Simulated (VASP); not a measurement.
# How SCF solver and smearing change a VASP run on BiRh, part 3 of 4

Aim: find what the SCF solver and smearing change for BiRh, and what they cost. The series runs use r2SCAN. The start is a cell from a database of measured crystal structures.

VASP 6.6.1; r2SCAN; plane waves and PAW (Bi_d, Rh_pv).

Still holding for the runs below: The k-mesh is coarse for a metal.

So far. Step 11 (Smearing: ISMEAR = 0, SIGMA = 0.01): The series starts at -41.4944 eV an atom and 3.14 GPa, after 14 cycles in 1.8 min. The entropy term T·S comes to 0.00 meV an atom in size. Step 12 (Smearing: ISMEAR = 0, SIGMA = 0.05): Against the run before the energy at zero width moves by +0.05 meV an atom and the pressure by -0.08 GPa, after 14 cycles in 1.7 min. The entropy term T·S comes to 0.55 meV an atom in size.

### 13. Smearing: ISMEAR = 0, SIGMA = 0.1

File INCAR:

```
SYSTEM = BiRh
PREC = Accurate
ENCUT = 400
EDIFF = 1E-06
NELM = 100
ISMEAR = 0
SIGMA = 0.1
LREAL = .FALSE.
ALGO = Normal
METAGGA = R2SCAN
LASPH = .TRUE.
NBANDS = 37
LORBIT = 11
LWAVE = .FALSE.
LCHARG = .FALSE.
KPAR = 4
ISIF = 2
```

File POSCAR:

```
BiRh
1.0
    4.0940000000      0.0000000000      0.0000000000
   -2.0470000000      3.5455080031      0.0000000000
    0.0000000000      0.0000000000      5.6630000000
Bi Rh
2 2
Direct
    0.3333333333      0.6666666667      0.2500000000
    0.6666666667      0.3333333333      0.7500000000
    0.0000000000      0.0000000000      0.0000000000
    0.0000000000      0.0000000000      0.5000000000
```

File KPOINTS:

```
Automatic mesh
0
Gamma
6 6 4
0 0 0
```

PAW data sets: Bi_d and Rh_pv (PBE family, release 64).

Started as:

```console
$ mpirun -np 4 vasp_std
```

The program printed:

```text
[... set-up lines as in an earlier step ...]
 entering main loop
       N       E                     dE             d eps       ncg     rms          rms(c)
DAV:   1     0.570357615200E+03    0.57036E+03   -0.29908E+04  1610   0.181E+03
DAV:   2    -0.119942050522E+03   -0.69030E+03   -0.67444E+03  1585   0.560E+02
DAV:   3    -0.179458676719E+03   -0.59517E+02   -0.57651E+02  1756   0.177E+02
DAV:   4    -0.181818361431E+03   -0.23597E+01   -0.23508E+01  1857   0.364E+01
[...]
DAV:  12    -0.165981622100E+03   -0.21122E-05   -0.33709E-05  2021   0.391E-02    0.128E-02
DAV:  13    -0.165981619563E+03    0.25379E-05   -0.97082E-06  1380   0.212E-02    0.315E-03
DAV:  14    -0.165981618980E+03    0.58255E-06   -0.67156E-07   917   0.780E-03
   1 F= -.16598162E+03 E0= -.16597723E+03  d E =-.877568E-02
```

The job ended after 98 s (4 MPI ranks of AMD EPYC 7R43, shared host; peak memory 0.64 GiB).

From OUTCAR (step 13):

```text
  Total        1.5992703      1.5992703      1.4813700      0.0000000     -0.0000000      0.0000000
  in kB       31.1716352     31.1716352     28.8736211      0.0000000     -0.0000000      0.0000000
  external PRESSURE =      30.4056305 kB  Pullay stress =       0.0000000 kB

 POSITION                                       TOTAL-FORCE (eV/Angst)
 -----------------------------------------------------------------------------------
     -0.00000      2.36367      1.41575        -0.000000      0.000000      0.000000
      2.04700      1.18184      4.24725         0.000000     -0.000000     -0.000000
      0.00000      0.00000      0.00000         0.000000      0.000000     -0.000000
      0.00000      0.00000      2.83150         0.000000      0.000000     -0.000000
 -----------------------------------------------------------------------------------
    total drift:                               -0.000000      0.000000      0.000000

  FREE ENERGIE OF THE ION-ELECTRON SYSTEM (eV)
  ---------------------------------------------------
  free  energy   TOTEN  =      -165.9816189800 eV

  energy  without entropy=     -165.9728432960  energy(sigma->0) =     -165.97723114

[... 2 parts as in an earlier step ...]

[... 1 further part left out ...]
[key lines of the parts left out:]
E-fermi :  10.0131
```

Against the run before the energy at zero width moves by +0.05 meV an atom and the pressure by -0.02 GPa, after 14 cycles in 98 s. The entropy term T·S comes to 2.19 meV an atom in size.

### 14. Smearing: ISMEAR = 0, SIGMA = 0.2

Edit INCAR of step 13 so:

```diff
@@ -6,3 +6,3 @@
 ISMEAR = 0
-SIGMA = 0.1
+SIGMA = 0.2
 LREAL = .FALSE.
```

POSCAR is that of step 13.

KPOINTS is that of step 13.

Started as:

```console
$ mpirun -np 4 vasp_std
```

The program printed:

```text
[... set-up lines as in an earlier step ...]
 entering main loop
       N       E                     dE             d eps       ncg     rms          rms(c)
DAV:   1     0.570347535926E+03    0.57035E+03   -0.29908E+04  1610   0.181E+03
DAV:   2    -0.119955666211E+03   -0.69030E+03   -0.67444E+03  1585   0.560E+02
DAV:   3    -0.179472315743E+03   -0.59517E+02   -0.57643E+02  1756   0.177E+02
DAV:   4    -0.181833508250E+03   -0.23612E+01   -0.23504E+01  1857   0.363E+01
[...]
DAV:  12    -0.165997330403E+03   -0.22695E-05   -0.34187E-05  2008   0.392E-02    0.130E-02
DAV:  13    -0.165997327759E+03    0.26441E-05   -0.10105E-05  1373   0.217E-02    0.324E-03
DAV:  14    -0.165997327173E+03    0.58533E-06   -0.68634E-07   902   0.786E-03
   1 F= -.16599733E+03 E0= -.16597486E+03  d E =-.449390E-01
```

Wall time 96 s (4 MPI ranks); peak memory 0.63 GiB; 6.3 min of CPU time.

From OUTCAR (step 14):

```text
  Total        1.6832345      1.6832345      1.5001337      0.0000000      0.0000000      0.0000000
  in kB       32.8081947     32.8081947     29.2393477      0.0000000      0.0000000      0.0000000
  external PRESSURE =      31.6185790 kB  Pullay stress =       0.0000000 kB

 POSITION                                       TOTAL-FORCE (eV/Angst)
 -----------------------------------------------------------------------------------
     -0.00000      2.36367      1.41575         0.000000     -0.000000      0.000000
      2.04700      1.18184      4.24725        -0.000000      0.000000      0.000000
      0.00000      0.00000      0.00000        -0.000000      0.000000      0.000000
      0.00000      0.00000      2.83150        -0.000000      0.000000      0.000000
 -----------------------------------------------------------------------------------
    total drift:                               -0.000000      0.000000      0.000000

  FREE ENERGIE OF THE ION-ELECTRON SYSTEM (eV)
  ---------------------------------------------------
  free  energy   TOTEN  =      -165.9973271732 eV

  energy  without entropy=     -165.9523881577  energy(sigma->0) =     -165.97485767

[... 2 parts as in an earlier step ...]

[... 1 further part left out ...]
[key lines of the parts left out:]
E-fermi :   9.9751
```

Against the run before the energy at zero width moves by +0.59 meV an atom and the pressure by +0.12 GPa, after 14 cycles in 96 s. The entropy term T·S comes to 11.23 meV an atom in size.

### 15. Smearing: ISMEAR = 0, SIGMA = 0.5

Edit INCAR of step 14 so:

```diff
@@ -6,3 +6,3 @@
 ISMEAR = 0
-SIGMA = 0.2
+SIGMA = 0.5
 LREAL = .FALSE.
```

POSCAR is that of step 14.

KPOINTS is that of step 14.

Started as:

```console
$ mpirun -np 4 vasp_std
```

The program printed:

```text
[... set-up lines as in an earlier step ...]
 entering main loop
       N       E                     dE             d eps       ncg     rms          rms(c)
DAV:   1     0.570280836505E+03    0.57028E+03   -0.29908E+04  1610   0.181E+03
DAV:   2    -0.120035929835E+03   -0.69032E+03   -0.67443E+03  1585   0.560E+02
DAV:   3    -0.179582602467E+03   -0.59547E+02   -0.57651E+02  1756   0.177E+02
DAV:   4    -0.181951001481E+03   -0.23684E+01   -0.23560E+01  1857   0.364E+01
[...]
DAV:  12    -0.166114794281E+03   -0.16845E-05   -0.35704E-05  1990   0.402E-02    0.132E-02
DAV:  13    -0.166114791633E+03    0.26482E-05   -0.10265E-05  1375   0.219E-02    0.332E-03
DAV:  14    -0.166114791057E+03    0.57538E-06   -0.68613E-07   887   0.792E-03
   1 F= -.16611479E+03 E0= -.16597798E+03  d E =-.273614E+00
```

Elapsed: 1.8 min, on 4 MPI ranks; peak memory 0.65 GiB; 7.2 min of CPU time.

From OUTCAR (step 15):

```text
  Total        1.9099433      1.9099433      1.7591713      0.0000000     -0.0000000      0.0000000
  in kB       37.2270118     37.2270118     34.2882909      0.0000000     -0.0000000      0.0000000
  external PRESSURE =      36.2474381 kB  Pullay stress =       0.0000000 kB

 POSITION                                       TOTAL-FORCE (eV/Angst)
 -----------------------------------------------------------------------------------
     -0.00000      2.36367      1.41575         0.000000      0.000000     -0.000000
      2.04700      1.18184      4.24725        -0.000000     -0.000000     -0.000000
      0.00000      0.00000      0.00000         0.000000      0.000000      0.000000
      0.00000      0.00000      2.83150         0.000000      0.000000      0.000000
 -----------------------------------------------------------------------------------
    total drift:                               -0.000000      0.000000      0.000000

  FREE ENERGIE OF THE ION-ELECTRON SYSTEM (eV)
  ---------------------------------------------------
  free  energy   TOTEN  =      -166.1147910572 eV

  energy  without entropy=     -165.8411765598  energy(sigma->0) =     -165.97798381

[... 2 parts as in an earlier step ...]

[... 1 further part left out ...]
[key lines of the parts left out:]
E-fermi :   9.9364
```

Against the run before the energy at zero width moves by -0.78 meV an atom and the pressure by +0.46 GPa, after 14 cycles in 1.8 min. The entropy term T·S comes to 68.40 meV an atom in size.

### 16. Smearing: ISMEAR = 1, SIGMA = 0.01

Edit INCAR of step 15 so:

```diff
@@ -5,4 +5,4 @@
 NELM = 100
-ISMEAR = 0
-SIGMA = 0.5
+ISMEAR = 1
+SIGMA = 0.01
 LREAL = .FALSE.
```

POSCAR is that of step 15.

KPOINTS is that of step 15.

Started as:

```console
$ mpirun -np 4 vasp_std
```

The program printed:

```text
[... set-up lines as in an earlier step ...]
 entering main loop
       N       E                     dE             d eps       ncg     rms          rms(c)
DAV:   1     0.570365373688E+03    0.57037E+03   -0.29908E+04  1610   0.181E+03
DAV:   2    -0.119936916249E+03   -0.69030E+03   -0.67443E+03  1585   0.560E+02
DAV:   3    -0.179455255853E+03   -0.59518E+02   -0.57666E+02  1756   0.177E+02
DAV:   4    -0.181813651579E+03   -0.23584E+01   -0.23506E+01  1857   0.364E+01
[...]
DAV:  12    -0.165977521371E+03   -0.22226E-05   -0.35656E-05  2019   0.395E-02    0.130E-02
DAV:  13    -0.165977518708E+03    0.26639E-05   -0.98716E-06  1406   0.212E-02    0.294E-03
DAV:  14    -0.165977518070E+03    0.63725E-06   -0.65452E-07   902   0.765E-03
   1 F= -.16597752E+03 E0= -.16597758E+03  d E =0.170830E-03
```

The job ended after 1.9 min (4 MPI ranks; peak memory 0.65 GiB).

OUTCAR, selected parts (step 16):

```text
  Total        1.6743468      1.6743468      1.5022845      0.0000000      0.0000000      0.0000000
  in kB       32.6349629     32.6349629     29.2812686      0.0000000      0.0000000      0.0000000
  external PRESSURE =      31.5170648 kB  Pullay stress =       0.0000000 kB

 POSITION                                       TOTAL-FORCE (eV/Angst)
 -----------------------------------------------------------------------------------
     -0.00000      2.36367      1.41575         0.000000     -0.000000     -0.000000
      2.04700      1.18184      4.24725        -0.000000      0.000000      0.000000
      0.00000      0.00000      0.00000         0.000000      0.000000      0.000000
      0.00000      0.00000      2.83150         0.000000      0.000000      0.000000
 -----------------------------------------------------------------------------------
    total drift:                               -0.000000      0.000000      0.000000

  FREE ENERGIE OF THE ION-ELECTRON SYSTEM (eV)
  ---------------------------------------------------
  free  energy   TOTEN  =      -165.9775180703 eV

  energy  without entropy=     -165.9776889003  energy(sigma->0) =     -165.97757501

[... 2 parts as in an earlier step ...]

[... 1 further part left out ...]
[key lines of the parts left out:]
E-fermi :  10.1069
```

Against the first of the series the energy at zero width moves by +0.01 meV an atom and the pressure by +0.02 GPa, after 14 cycles in 1.9 min. The entropy term T·S comes to 0.04 meV an atom in size.

### 17. Smearing: ISMEAR = 1, SIGMA = 0.05

Edit INCAR of step 16 so:

```diff
@@ -6,3 +6,3 @@
 ISMEAR = 1
-SIGMA = 0.01
+SIGMA = 0.05
 LREAL = .FALSE.
```

POSCAR is that of step 16.

KPOINTS is that of step 16.

Started as:

```console
$ mpirun -np 4 vasp_std
```

The program printed:

```text
[... set-up lines as in an earlier step ...]
 entering main loop
       N       E                     dE             d eps       ncg     rms          rms(c)
DAV:   1     0.570363841942E+03    0.57036E+03   -0.29908E+04  1610   0.181E+03
DAV:   2    -0.119937017930E+03   -0.69030E+03   -0.67443E+03  1585   0.560E+02
DAV:   3    -0.179455608014E+03   -0.59519E+02   -0.57664E+02  1756   0.177E+02
DAV:   4    -0.181813969886E+03   -0.23584E+01   -0.23503E+01  1857   0.363E+01
[...]
DAV:  12    -0.165976860005E+03   -0.22536E-05   -0.33835E-05  2022   0.390E-02    0.125E-02
DAV:  13    -0.165976857594E+03    0.24112E-05   -0.91683E-06  1398   0.205E-02    0.304E-03
DAV:  14    -0.165976857035E+03    0.55939E-06   -0.63802E-07   907   0.762E-03
   1 F= -.16597686E+03 E0= -.16597704E+03  d E =0.535112E-03
```

Wall time 1.8 min (4 MPI ranks); peak memory 0.63 GiB; 7 min of CPU time.

From OUTCAR (step 17):

```text
  Total        1.6579619      1.6579619      1.4829732      0.0000000      0.0000000     -0.0000000
  in kB       32.3156023     32.3156023     28.9048704      0.0000000      0.0000000     -0.0000000
  external PRESSURE =      31.1786917 kB  Pullay stress =       0.0000000 kB

 POSITION                                       TOTAL-FORCE (eV/Angst)
 -----------------------------------------------------------------------------------
     -0.00000      2.36367      1.41575         0.000000     -0.000000      0.000000
      2.04700      1.18184      4.24725        -0.000000      0.000000     -0.000000
      0.00000      0.00000      0.00000        -0.000000      0.000000     -0.000000
      0.00000      0.00000      2.83150        -0.000000      0.000000     -0.000000
 -----------------------------------------------------------------------------------
    total drift:                               -0.000000      0.000000      0.000000

  FREE ENERGIE OF THE ION-ELECTRON SYSTEM (eV)
  ---------------------------------------------------
  free  energy   TOTEN  =      -165.9768570346 eV

  energy  without entropy=     -165.9773921464  energy(sigma->0) =     -165.97703541

[... 2 parts as in an earlier step ...]

[... 1 further part left out ...]
[key lines of the parts left out:]
E-fermi :  10.0779
```

Against the run before the energy at zero width moves by +0.13 meV an atom and the pressure by -0.03 GPa, after 14 cycles in 1.8 min. The entropy term T·S comes to 0.13 meV an atom in size.

### 18. Smearing: ISMEAR = 1, SIGMA = 0.1

Edit INCAR of step 17 so:

```diff
@@ -6,3 +6,3 @@
 ISMEAR = 1
-SIGMA = 0.05
+SIGMA = 0.1
 LREAL = .FALSE.
```

POSCAR is that of step 17.

KPOINTS is that of step 17.

Started as:

```console
$ mpirun -np 4 vasp_std
```

The program printed:

```text
[... set-up lines as in an earlier step ...]
 entering main loop
       N       E                     dE             d eps       ncg     rms          rms(c)
DAV:   1     0.570362136258E+03    0.57036E+03   -0.29908E+04  1610   0.181E+03
DAV:   2    -0.119936923124E+03   -0.69030E+03   -0.67443E+03  1585   0.560E+02
DAV:   3    -0.179454849808E+03   -0.59518E+02   -0.57657E+02  1756   0.177E+02
DAV:   4    -0.181813109945E+03   -0.23583E+01   -0.23507E+01  1857   0.364E+01
[...]
DAV:  12    -0.165976202901E+03   -0.20003E-05   -0.33371E-05  2016   0.391E-02    0.126E-02
DAV:  13    -0.165976200471E+03    0.24299E-05   -0.94017E-06  1383   0.208E-02    0.305E-03
DAV:  14    -0.165976199878E+03    0.59278E-06   -0.66368E-07   922   0.777E-03
   1 F= -.16597620E+03 E0= -.16597692E+03  d E =0.214932E-02
```

It took 2 min on 4 MPI ranks; peak memory 0.63 GiB.

OUTCAR, selected parts (step 18):

```text
  Total        1.6044844      1.6044844      1.4633263      0.0000000      0.0000000     -0.0000000
  in kB       31.2732642     31.2732642     28.5219285      0.0000000      0.0000000     -0.0000000
  external PRESSURE =      30.3561523 kB  Pullay stress =       0.0000000 kB

 POSITION                                       TOTAL-FORCE (eV/Angst)
 -----------------------------------------------------------------------------------
     -0.00000      2.36367      1.41575        -0.000000      0.000000      0.000000
      2.04700      1.18184      4.24725         0.000000     -0.000000     -0.000000
      0.00000      0.00000      0.00000         0.000000     -0.000000      0.000000
      0.00000      0.00000      2.83150        -0.000000     -0.000000      0.000000
 -----------------------------------------------------------------------------------
    total drift:                               -0.000000      0.000000      0.000000

  FREE ENERGIE OF THE ION-ELECTRON SYSTEM (eV)
  ---------------------------------------------------
  free  energy   TOTEN  =      -165.9761998782 eV

  energy  without entropy=     -165.9783491937  energy(sigma->0) =     -165.97691632

[... 2 parts as in an earlier step ...]

[... 1 further part left out ...]
[key lines of the parts left out:]
E-fermi :  10.0500
```

Against the run before the energy at zero width moves by +0.03 meV an atom and the pressure by -0.08 GPa, after 14 cycles in 2 min. The entropy term T·S comes to 0.54 meV an atom in size.

### 19. Smearing: ISMEAR = 1, SIGMA = 0.2

Edit INCAR of step 18 so:

```diff
@@ -6,3 +6,3 @@
 ISMEAR = 1
-SIGMA = 0.1
+SIGMA = 0.2
 LREAL = .FALSE.
```

POSCAR is that of step 18.

KPOINTS is that of step 18.

Started as:

```console
$ mpirun -np 4 vasp_std
```

The program printed:

```text
[... set-up lines as in an earlier step ...]
 entering main loop
       N       E                     dE             d eps       ncg     rms          rms(c)
DAV:   1     0.570360422175E+03    0.57036E+03   -0.29908E+04  1610   0.181E+03
DAV:   2    -0.119939334777E+03   -0.69030E+03   -0.67443E+03  1585   0.560E+02
DAV:   3    -0.179452062130E+03   -0.59513E+02   -0.57646E+02  1756   0.177E+02
DAV:   4    -0.181810319579E+03   -0.23583E+01   -0.23492E+01  1857   0.363E+01
[...]
DAV:  12    -0.165974129235E+03   -0.21059E-05   -0.33677E-05  2008   0.391E-02    0.128E-02
DAV:  13    -0.165974126686E+03    0.25489E-05   -0.98618E-06  1386   0.214E-02    0.319E-03
DAV:  14    -0.165974126085E+03    0.60142E-06   -0.67966E-07   902   0.785E-03
   1 F= -.16597413E+03 E0= -.16597501E+03  d E =0.264791E-02
```

It took 1.8 min on 4 MPI ranks; peak memory 0.66 GiB; 7 min of CPU time.

OUTCAR, selected parts (step 19):

```text
  Total        1.6021638      1.6021638      1.4451616      0.0000000      0.0000000      0.0000000
  in kB       31.2280319     31.2280319     28.1678771      0.0000000      0.0000000      0.0000000
  external PRESSURE =      30.2079803 kB  Pullay stress =       0.0000000 kB

 POSITION                                       TOTAL-FORCE (eV/Angst)
 -----------------------------------------------------------------------------------
     -0.00000      2.36367      1.41575         0.000000     -0.000000     -0.000000
      2.04700      1.18184      4.24725        -0.000000      0.000000      0.000000
      0.00000      0.00000      0.00000        -0.000000     -0.000000      0.000000
      0.00000      0.00000      2.83150        -0.000000     -0.000000      0.000000
 -----------------------------------------------------------------------------------
    total drift:                               -0.000000      0.000000      0.000000

  FREE ENERGIE OF THE ION-ELECTRON SYSTEM (eV)
  ---------------------------------------------------
  free  energy   TOTEN  =      -165.9741260847 eV

  energy  without entropy=     -165.9767739982  energy(sigma->0) =     -165.97500872

[... 2 parts as in an earlier step ...]

[... 1 further part left out ...]
[key lines of the parts left out:]
E-fermi :  10.0022
```

Against the run before the energy at zero width moves by +0.48 meV an atom and the pressure by -0.01 GPa, after 14 cycles in 1.8 min. The entropy term T·S comes to 0.66 meV an atom in size.

(Part 3 of 4 ends here.)

[Lines on the potential files, build, host, timing and source positions are cut from VASP's logs without a mark.]

[Logs are printed without paths, hosts, clocks, repeated set-up lines and the standing remarks that a program may print on its own settings, such as how far it seeks lower states.]

[Hosts, paths, dates, database ids (printed as entryN), source tags and the programs' standing remarks are cut or masked in the printed files.]

[A measured line is paired with the nearest computed mode of its activity, which favours agreement.]
